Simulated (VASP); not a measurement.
Data:

```yaml
crystal:
  lattice:
    - [5.87508, 0.00000, 0.00000]
    - [0.00000, 5.87508, 0.00000]
    - [0.00000, 0.00000, 5.87508]
  atoms:
    - { symbol: Cs, position: [0.00000, 0.00000, 0.00000] }
    - { symbol: Pb, position: [0.50000, 0.50000, 0.50000] }
    - { symbol: Br, position: [0.50000, 0.00000, 0.50000] }
    - { symbol: Br, position: [0.00000, 0.50000, 0.50000] }
    - { symbol: Br, position: [0.50000, 0.50000, 0.00000] }
```

Level of theory: PBEsol GGA, VASP's PBE PAW potentials (set 64) (plane waves; VASP 6.6.1). Settings: 520 eV cut-off, 4×4×4 Γ-centred mesh, Gaussian smearing of 0.050 eV, potentials Cs_sv Pb_d Br.

Unless said otherwise, spin-orbit coupling is left out, though it shifts the bands of the heavy elements here.

Task: What does the run give for the energy per atom (σ→0), band gap (on the k-mesh) with the smallest direct gap where there is one?

Result: 
The band gap (on the k-mesh) is 1.43 eV. The smallest direct gap (on the k-mesh) is 1.43 eV and the energy per atom (σ→0) is -3.355 eV/atom.

The compound is CsPbBr3 in the cubic perovskite structure, the ideal cubic form; the compound distorts at low or room temperature. It was relaxed first.
